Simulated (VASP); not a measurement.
Data:

```xyz
1
Lattice="-1.4350 1.4350 1.4350 1.4350 -1.4350 1.4350 1.4350 1.4350 -1.4350" Properties=species:S:1:pos:R:3 pbc="T T T"
Fe     0.0000     0.0000     0.0000
```
Starting moments (μB, in the order of the record's atoms Fe): 2.5.

These are PBE GGA, VASP's PBE PAW potentials (set 64) (plane waves; VASP) values and carry that method's errors. Settings: 400 eV cut-off, 13×13×13 Γ-centred mesh, first-order Methfessel-Paxton smearing of 0.10 eV, potentials Fe.

Task: Give the stress tensor in GPa (positive for a compressed cell).

Result: 
```
-8.09   0.00   0.00
 0.00  -8.09   0.00
 0.00   0.00  -8.09
```
The pressure is its mean diagonal, -8.09 GPa.

The compound is Fe in the bcc structure. The cell was not relaxed at this level.
